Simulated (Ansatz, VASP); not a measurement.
## Ca4Al6Si17O47: VASP beside Ansatz

Wanted: the spread between two codes on one cell, functional and k mesh. The structure shown is frame 67 of Ansatz's trajectory.

Program: Ansatz 0.2.0. Level of theory: plane waves, with VASP 6.6.1 beside it; single point at PBE. Results are calculated unless marked as measured.

## Step 1: Set-up

The cell holds 74 atoms: 17 Si, 6 Al, 4 Ca and 47 O. Cell: a = 9.817 Å, b = 9.817 Å, c = 9.817 Å, α = 90.0°, β = 90.0°, γ = 90.0°. As first built, before any earlier steps moved the atoms (in the runner's words): 74 atoms (17 Si, 6 Al, 4 Ca, 47 O) placed at random at 2.49 g/cm^3, melted at 4000 K for 10 ps at fixed volume with the Morse and Coulomb pair potential with partial charges (Pedone, Malavasi, Menziani, Cormack and Segre, J. Phys. Chem. B 110, 11780 (2006)). Quenched from 4000 K to 300 K at 500 K/ps and fixed volume, held 10 ps at zero pressure.

## Step 2: Ansatz: dynamics, PBE

Ansatz runs on its default PAW (the set named soft_2) files.

One frame of this run of dynamics is then solved in both programs, so the motion causes no difference.

File input.yaml:

```yaml
crystal:
  lattice:
    - [9.81697, 0.0, 0.0]
    - [0.0, 9.81697, 0.0]
    - [0.0, 0.0, 9.81697]
  atoms:
    - { symbol: Si, position: [0.8336, 0.29343, 0.63079] }
    - { symbol: Si, position: [0.83925, 0.50571, 0.24854] }
    - { symbol: Si, position: [0.76854, 0.57311, 0.551] }
    - { symbol: Si, position: [0.70629, 0.80692, 0.90362] }
    - { symbol: Si, position: [0.96909, 0.18342, 0.91058] }
    - { symbol: Si, position: [0.81894, 0.19906, 0.21005] }
    - { symbol: Si, position: [0.87501, 0.97082, 0.43592] }
    - { symbol: Si, position: [0.3451, 0.87165, 0.74362] }
    - { symbol: Si, position: [0.32806, 0.6848, 0.38817] }
    - { symbol: Si, position: [0.64073, 0.85265, 0.62182] }
    - { symbol: Si, position: [0.03923, 0.75436, 0.27014] }
    - { symbol: Si, position: [0.00588, 0.86077, 0.98251] }
    - { symbol: Si, position: [0.39097, 0.97982, 0.35121] }
    - { symbol: Si, position: [0.21562, 0.38689, 0.8763] }
    - { symbol: Si, position: [0.15807, 0.01922, 0.54788] }
    - { symbol: Si, position: [0.73703, 0.50253, 0.94791] }
    - { symbol: Si, position: [0.51699, 0.25438, 0.8745] }
    - { symbol: Al, position: [0.42787, 0.94306, 0.0311] }
    - { symbol: Al, position: [0.15507, 0.33765, 0.56974] }
    - { symbol: Al, position: [0.49168, 0.18154, 0.16175] }
    - { symbol: Al, position: [0.38558, 0.40122, 0.34905] }
    - { symbol: Al, position: [0.26248, 0.69895, 0.96916] }
    - { symbol: Al, position: [0.55755, 0.20711, 0.5346] }
    - { symbol: Ca, position: [0.14367, 0.38515, 0.17555] }
    - { symbol: Ca, position: [0.4706, 0.50461, 0.67813] }
    - { symbol: Ca, position: [0.56858, 0.6946, 0.18671] }
    - { symbol: Ca, position: [0.11966, 0.65286, 0.68819] }
    - { symbol: O, position: [0.64365, 0.68747, 0.58329] }
    - { symbol: O, position: [0.67756, 0.64307, 0.88042] }
    - { symbol: O, position: [0.8776, 0.35107, 0.25633] }
    - { symbol: O, position: [0.94305, 0.83453, 0.36517] }
    - { symbol: O, position: [0.48545, 0.88914, 0.65172] }
    - { symbol: O, position: [0.72213, 0.87711, 0.76459] }
    - { symbol: O, position: [0.17707, 0.70412, 0.33767] }
    - { symbol: O, position: [0.53448, 0.20596, 0.72202] }
    - { symbol: O, position: [0.21356, 0.37322, 0.41088] }
    - { symbol: O, position: [0.97191, 0.33839, 0.56912] }
    - { symbol: O, position: [0.48326, 0.08387, 0.43076] }
    - { symbol: O, position: [0.00441, 0.01879, 0.92334] }
    - { symbol: O, position: [0.98882, 0.01065, 0.53988] }
    - { symbol: O, position: [0.97162, 0.59825, 0.22896] }
    - { symbol: O, position: [0.90227, 0.64449, 0.59924] }
    - { symbol: O, position: [0.42614, 0.81785, 0.36442] }
    - { symbol: O, position: [0.65226, 0.21033, 0.2135] }
    - { symbol: O, position: [0.63043, 0.38067, 0.91662] }
    - { symbol: O, position: [0.76591, 0.55428, 0.38474] }
    - { symbol: O, position: [0.10731, 0.75893, 0.90574] }
    - { symbol: O, position: [0.73625, 0.4439, 0.64157] }
    - { symbol: O, position: [0.38357, 0.3054, 0.203] }
    - { symbol: O, position: [0.19799, 0.1669, 0.6033] }
    - { symbol: O, position: [0.37633, 0.33819, 0.87741] }
    - { symbol: O, position: [0.22294, 0.51723, 0.9743] }
    - { symbol: O, position: [0.19523, 0.42295, 0.72428] }
    - { symbol: O, position: [0.48229, 0.363, 0.48063] }
    - { symbol: O, position: [0.10891, 0.27656, 0.93145] }
    - { symbol: O, position: [0.4025, 0.56644, 0.30079] }
    - { symbol: O, position: [0.87987, 0.21921, 0.77504] }
    - { symbol: O, position: [0.05467, 0.84095, 0.13448] }
    - { symbol: O, position: [0.88965, 0.47442, 0.91817] }
    - { symbol: O, position: [0.7274, 0.92012, 0.50587] }
    - { symbol: O, position: [0.881, 0.19808, 0.05614] }
    - { symbol: O, position: [0.3555, 0.71847, 0.80053] }
    - { symbol: O, position: [0.50476, 0.14482, 0.9915] }
    - { symbol: O, position: [0.40853, 0.02373, 0.19819] }
    - { symbol: O, position: [0.21363, 0.89776, 0.64904] }
    - { symbol: O, position: [0.3416, 0.95822, 0.88156] }
    - { symbol: O, position: [0.86559, 0.08113, 0.30831] }
    - { symbol: O, position: [0.23723, 0.99739, 0.40531] }
    - { symbol: O, position: [0.73305, 0.52613, 0.11773] }
    - { symbol: O, position: [0.35896, 0.77732, 0.08599] }
    - { symbol: O, position: [0.31336, 0.63135, 0.53615] }
    - { symbol: O, position: [0.85068, 0.80509, 0.97883] }
    - { symbol: O, position: [0.59369, 0.86072, 0.01178] }
    - { symbol: O, position: [0.72802, 0.2043, 0.53179] }
kpoints:
  mp_grid: { grid: [1, 1, 1] }
hamiltonian:
  xc: pbe
scf:
  occupations: { method: fermi_dirac, width: 0.025 }
output:
  forces: true
md:
  timestep: 1.0
  n_steps: 200
  ensemble: nvt_nose_hoover
  temperature: 300
  initial_velocities: maxwell_boltzmann
  seed: 9389
```

Command:

```
$ ansatz run input.yaml --threads 4 --pin off --max-ram 8192MiB --backend cpu --events-out ev --progress --plain --runs-dir out
```

Numbers of over 12 decimals in the logs are rounded to 6 here.

The program printed:

```text
Warning: md: disabling space-group detection — thermal motion breaks the input geometry's symmetry, so no spatial operation reduces the k-mesh or symmetrises the density; time reversal is kept, so that k and −k are solved as one point where they differ and the mesh holds both, and exact exchange and, on two spinor components, a DFT+U term hold to it where the run has them: on two components no moment then forms, and  [...]
Engine: ansatz 0.2.0, x86_64-unknown-linux-gnu
Pseudopotentials: kind: paw
Pseudopotential: Si, paw, valence charge 4, recommended cutoff 420 eV (normal), Si.paw.azcp
Pseudopotential: Al, paw, valence charge 3, recommended cutoff 420 eV (normal), Al.paw.azcp
Pseudopotential: Ca, paw, valence charge 10, recommended cutoff 420 eV (normal), Ca.paw.azcp
Pseudopotential: O, paw, valence charge 6, recommended cutoff 420 eV (normal), O.paw.azcp
Functional definition: PBE
  parameter kappa = 0.804
  parameter beta = 0.066725
  exchange = pbe_x(kappa = kappa, mu = beta*pi^2/3)
  correlation = pbe_c(beta = beta)
Crystal: 74 atoms, lattice volume = 946.090 Å³
Basis set: ecut = 420 eV, 18613 PW (Γ), exchange–correlation on 144×144×144 points (8 copies of the dense FFT grid, shifted against one another)
Bands: 278, of which v1, the nominal top of the filled ones, is band 204 counted from 1 (203 counted from 0)
Symmetry: 1 space group operations
k-points: 1
Non-local potential: Si, projectors of the file, l = 0: 2, l = 1: 2, l = 2: 2
Non-local potential: Al, projectors of the file, l = 0: 2, l = 1: 2, l = 2: 1
Non-local potential: Ca, projectors of the file, l = 0: 3, l = 1: 2, l = 2: 2
Non-local potential: O, projectors of the file, l = 0: 2, l = 1: 2, l = 2: 1
PAW form: soft (Blöchl's): semilocal exchange-correlation on the pseudo side does not see the compensation charge
PAW one-centre angular grid: Si, 110 points (default); XC on 64 Gauss nodes
PAW one-centre angular grid: Al, 110 points (default); XC on 64 Gauss nodes
PAW one-centre angular grid: Ca, 110 points (default); XC on 64 Gauss nodes
PAW one-centre angular grid: O, 110 points (default); XC on 64 Gauss nodes
Initial density: superposition of atomic densities (neutral atoms: chi_scale 0, normalization atom), corrected by the library's trained network
Initial wavefunctions: pseudopotential atomic-orbital guess
Functional: x = pbe(κ = 0.804, μ = 0.219515), c = pbe(β = 0.066725)
SCF iter   1: F=—  HF=-48055.578828 eV  |F-HF|=—  |Δ(HF+E_count)|=         —  Δρ=2.15e-3  dr2=5.12e-2  ethr=1.77e-3  ⟨swp⟩=7.0  Hψ=1349  notcnv=0  defer=57
preconditioner: auto → Resta (q_TF=auto, 2.371 Å⁻¹)  ε∞=3.3  [insulator: Δε(μ)=2.992 eV  Ē_g=15.958 eV  σ=0.025 eV  W_gap=1.00  n_scr=202 (ndim 8)  ℏωp=24.1 eV  f_vac=0.105  D(μ)=0.00/eV (n_scr^D=0)  ε∞_Penn≈3.3]
SCF iter   2: F=—  HF=-48055.592541 eV  |F-HF|=—  |Δ(HF+E_count)|=   1.37e-2  Δρ=1.23e-3  dr2=1.45e-2  ethr=1.25e-5  ⟨swp⟩=2.0  Hψ=527  notcnv=0  defer=66
SCF iter   3: F=—  HF=-48055.594256 eV  |F-HF|=—  |Δ(HF+E_count)|=   1.72e-3  Δρ=5.17e-4  dr2=4.34e-3  ethr=3.56e-6  ⟨swp⟩=2.0  Hψ=363  notcnv=0  defer=66
SCF iter   4: F=—  HF=-48055.594356 eV  |F-HF|=—  |Δ(HF+E_count)|=   1.00e-4  Δρ=1.78e-4  dr2=3.39e-4  ethr=1.06e-6  ⟨swp⟩=2.0  Hψ=362  notcnv=0  defer=66
SCF iter   5: F=—  HF=-48055.594413 eV  |F-HF|=—  |Δ(HF+E_count)|=   5.61e-5  Δρ=1.08e-4  dr2=1.02e-4  ethr=8.30e-8  ⟨swp⟩=2.0  Hψ=384  notcnv=0  defer=66
SCF iter   6: F=—  HF=-48055.594408 eV  |F-HF|=—  |Δ(HF+E_count)|=   4.42e-6  Δρ=4.62e-5  dr2=1.84e-5  ethr=2.50e-8  ⟨swp⟩=3.0  Hψ=386  notcnv=0  defer=66
SCF iter   7: F=—  HF=-48055.595192 eV  |F-HF|=—  |Δ(HF+E_count)|=   7.84e-4  Δρ=1.14e-5  dr2=1.23e-6  ethr=4.51e-9  ⟨swp⟩=3.0  Hψ=439  notcnv=0  defer=66
SCF iter   8: F=—  HF=-48055.595193 eV  |F-HF|=—  |Δ(HF+E_count)|=   1.12e-6  Δρ=8.07e-6  dr2=5.05e-7  ethr=3.01e-10  ⟨swp⟩=2.0  Hψ=375  notcnv=0  defer=66
SCF iter   9: F=-48055.595193 eV  HF=-48055.595193 eV  |F-HF|=1.55e-8  |Δ(HF+E_count)|=   2.64e-8  Δρ=1.53e-6  dr2=2.23e-8  ethr=1.81e-11  ⟨swp⟩=3.0  Hψ=854  notcnv=0
SCF 1 converged in 9 iterations: F = -48055.595193 eV  dr2 = 2.23e-8
  greatest PAW one-centre occupation: 0.995 electrons in one spin orbital (limit 2), on the Ca atom at site 26 (counted from 0), in its partial waves of l = 0
md step     0: t =     0.00 fs  T =   300.0 K  F+E_penalty+E_count = -48055.59519321 eV  E_kin = 2.830794 eV  conserved = -48052.76439923 eV  (9 SCF iters)
[... from here on, the SCF cycles and remarks between the steps are left out ...]
md step   193: t =   193.00 fs  T =   324.2 K  F+E_penalty+E_count = -48057.97037847 eV  E_kin = 3.058968 eV  conserved = -48052.77282506 eV  (3 SCF iters)
md step   194: t =   194.00 fs  T =   322.3 K  F+E_penalty+E_count = -48057.96078776 eV  E_kin = 3.040839 eV  conserved = -48052.77283453 eV  (4 SCF iters)
md step   195: t =   195.00 fs  T =   320.0 K  F+E_penalty+E_count = -48057.94808890 eV  E_kin = 3.019733 eV  conserved = -48052.77279373 eV  (4 SCF iters)
md step   196: t =   196.00 fs  T =   317.6 K  F+E_penalty+E_count = -48057.93357773 eV  E_kin = 2.996974 eV  conserved = -48052.77268347 eV  (3 SCF iters)
md step   197: t =   197.00 fs  T =   315.3 K  F+E_penalty+E_count = -48057.91956127 eV  E_kin = 2.974881 eV  conserved = -48052.77249759 eV  (4 SCF iters)
md step   198: t =   198.00 fs  T =   313.4 K  F+E_penalty+E_count = -48057.90941403 eV  E_kin = 2.956810 eV  conserved = -48052.77225181 eV  (3 SCF iters)
md step   199: t =   199.00 fs  T =   312.3 K  F+E_penalty+E_count = -48057.90735179 eV  E_kin = 2.946927 eV  conserved = -48052.77197992 eV  (3 SCF iters)
md step   200: t =   200.00 fs  T =   312.6 K  F+E_penalty+E_count = -48057.91789195 eV  E_kin = 2.949677 eV  conserved = -48052.77172937 eV  (8 SCF iters)
SCF converged after 8 iterations
Free energy (F): -48057.917892 eV
Harris-Foulkes:  -48057.917892 eV  (|F-HF|=3.75e-9)
Internal energy: -48057.917892 eV  (E = F + TS)
E sigma→0 (E₀):  -48057.917892 eV
Fermi energy:    6.522810 eV
--- Per-component energies (eV) ---
  E_band       = -1814.980940
  E_kinetic    = 10413.886404
  E_local      = -25698.547035  (includes V_loc(G=0)·N_el)
  E_nonlocal   = 2979.749174
  E_hartree    = 9339.164989
  E_xc         = -5239.031041
  E_vxc        = -6139.026833  (∫ρ·V_xc dr)
  E_paw        = -22426.694189  (= ΣΔE_a)
  E_vpaw       = -2049.492960  (= ΣTr[D̂ρ^β])
  E_aug_tail   = 0.119495  (compensation charges beyond the density's cutoff)
  E_ewald      = -17426.565687
  E_smearing   = -0.000000  (= −TS)
  E_closure    = 0.000000  (closes the sum)
  Σ components = -48057.917892   (vs F -48057.917892, Δ=0.00e0)
--- Forces (eV/Å), atoms counted from 1 ---
  atom   1  Si     0.48192553    -0.17947404     0.41456562
  atom   2  Si     1.02546503     0.90111925    -0.24910300
  atom   3  Si     0.25708021     0.10978958    -1.93583737
  atom   4  Si    -1.13297342    -2.87332548    -1.88733926
  atom   5  Si    -1.54358429     1.10285134     2.12900271
  atom   6  Si     0.81537475     0.62843319    -0.26338720
  atom   7  Si    -0.84480693     0.51629327     0.60634651
  atom   8  Si     0.57258808     1.26777056    -1.65282060
  atom   9  Si     0.41037030    -2.49634532    -0.11703102
  atom  10  Si    -1.05729618    -0.29406448     1.37660597
  atom  11  Si    -3.23086559    -1.71640425    -2.49257643
  atom  12  Si     0.03521725    -0.84905362     1.69302419
  atom  13  Si    -3.21520103    -0.85849151     0.77368595
  atom  14  Si     1.12005384    -2.20888305    -1.36509691
  atom  15  Si     1.44877886    -0.08040594     1.27903140
  atom  16  Si    -0.79805352     1.16920443     0.88820464
  atom  17  Si     0.39362159     1.69965461    -0.66414806
  atom  18  Al    -0.38766372    -0.20895268    -0.03918390
  atom  19  Al     0.22942922    -0.91584591     1.60336493
  atom  20  Al    -1.01267424     0.70898196    -0.34735657
  atom  21  Al    -1.53792648     0.08995551    -1.19696012
  atom  22  Al    -0.38263953    -1.35892965     1.57694172
  atom  23  Al    -0.66125877     0.69342564    -0.74497444
  atom  24  Ca    -0.07950070     0.30176336     0.36221201
[...]
atom  67  O      0.70139990    -0.17911257     0.78787931
  atom  68  O      0.16915291     0.47257248    -1.27807181
  atom  69  O     -0.74543747     0.41435353    -1.06207354
  atom  70  O      0.61684233     0.19702798    -0.64102673
  atom  71  O     -0.20284558     0.30212795     0.63169822
  atom  72  O      2.00649944     0.83688359     0.78337717
  atom  73  O     -1.03303370     0.89436179     1.52115935
  atom  74  O      0.23936109     0.12837687    -0.45319659
  max |Σ_I F_I| component: 1.18e-4 eV/Å
--- MD trajectory: 200 steps, t = 0.0 → 200.0 fs ---
  final state: T = 312.6 K   F+E_penalty+E_count = -48057.91789195 eV   E_kin = 2.949677 eV
  conserved energy: peak-to-peak 9.460e-3 eV (1.278e-4 eV/atom) over 200.0 fs
```

(Part 1 of 2 ends here.)

[Lines on the potential files, build, host, timing and source positions are cut from VASP's logs without a mark.]

[Logs are printed without paths, hosts, clocks, repeated set-up lines and the standing remarks that a program may print on its own settings, such as how far it seeks lower states.]

[Hosts, paths, dates, database ids (printed as entryN), source tags and the programs' standing remarks are cut or masked in the printed files.]
